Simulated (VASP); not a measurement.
Runs of VASP 6.6.1 on GaAs. It takes space group F-43m (No. 216, cubic). Conventional cell: a = 5.681 Å, b = 5.681 Å, c = 5.681 Å, α = 90.00°, β = 90.00°, γ = 90.00°. Around Ga (site symmetry -43m) lie 4 As at 2.46 Å. As (site symmetry -43m) has 4 Ga at 2.46 Å as nearest neighbours. The cell was built by a generator and isn't the measured one.

| level | potentials or basis | pressure (GPa) | moment (μB) |
| --- | --- | --- | --- |
| TB-mBJ | VASP PAW PBE potentials, release 64 (Ga_d, As) | - | 0.00 |
| LDA | VASP PAW LDA potentials, release 64 (Ga_d, As) | -2.6 | 0.00 |
| r2SCAN | VASP PAW PBE potentials, release 64 (Ga_d, As) | (a) | 0.00 |
| PBE | VASP PAW PBE potentials, release 64 (Ga_d, As) | 2.4 | 0.00 |

Alike in all rows: task single point; spin non-collinear, zero start, SOC; cell as given; k mesh 8 × 8 × 8; cutoff (eV) 520; smearing gaussian 0.02 eV.

Task: Fill in the values left out.

Result: (a) -0.5.

Caveats: the PAW data sets were made with another functional, which shifts forces and pressure a little (some runs).
